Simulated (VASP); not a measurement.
NaH3O2: single point with LDA

The system is NaH3O2.

```
CELL_PARAMETERS angstrom
0.00000 3.88561 0.00000
3.88561 0.00000 0.00000
1.94280 1.94280 -6.85843
ATOMIC_POSITIONS crystal
Na 0.87500 0.12500 0.75000
Na 0.12500 0.87500 0.25000
O 0.70600 0.45600 0.08800
O 0.45600 0.70600 0.58800
O 0.29400 0.54400 0.91200
O 0.54400 0.29400 0.41200
H 0.62500 0.37500 0.25000
H 0.37500 0.62500 0.75000
H 0.50000 0.50000 0.00000
H 0.50000 0.00000 0.50000
H 0.00000 0.50000 0.00000
H 0.50000 0.50000 0.50000
```

The cell was built by a generator and needn't be a form met in nature.

- Program: VASP 6.6.1
- Task: single point
- Functional: LDA
- Potentials or basis: VASP PAW LDA potentials, release 64 (Na_pv, O, H)
- Cutoff: 520 eV
- k mesh: 7 × 7 × 7
- Occupations: fermi-dirac, width 0.1 eV
- Spin: no spin polarisation
- Dipole correction: no
- Further INCAR settings: ALGO = Fast; EDIFF = 1e-06; NBANDS = 34

```json
{
  "Pressure": "11.8 GPa",
  "Largest force": "1.083 eV/Å",
  "Band gap on the k mesh": "2.27 eV, indirect (least direct gap 2.81 eV)"
}
```

Forces on the atoms (eV/Å):
```
Na   0.000  0.000  0.000
Na   0.000  0.000  0.000
O    0.000  0.000  1.083
O    0.000  0.000  1.083
O    0.000  0.000 -1.083
O    0.000  0.000 -1.083
H    0.000  0.000  0.000
H    0.000  0.000  0.000
H    0.000  0.000  0.000
H    0.000  0.000  0.000
H    0.000  0.000  0.000
H    0.000  0.000  0.000
```

Stress tensor (GPa, compression positive):
```
 4.65  0.00  0.00
 0.00  4.65  0.00
 0.00  0.00 26.03
```

Levels at points of the mesh, in eV from the valence-band top:
```tsv
k point	band 20	band 21	band 22	band 23	band 24	band 25
(0.00, 0.00, 0.00)	-0.70	-0.60	-0.60	2.27	4.90	5.43
```

Wall time 76 s on 1 thread of Intel(R) Xeon(R) 6975P-C (Granite Rapids), with other jobs on the host, peak memory 0.24 GiB.

Caveat: an odd mesh through Γ misses points on the zone boundary, where band edges often lie; forces of over 1 eV/Å show positions far from the minimum, so gaps and moduli don't describe the material at rest.
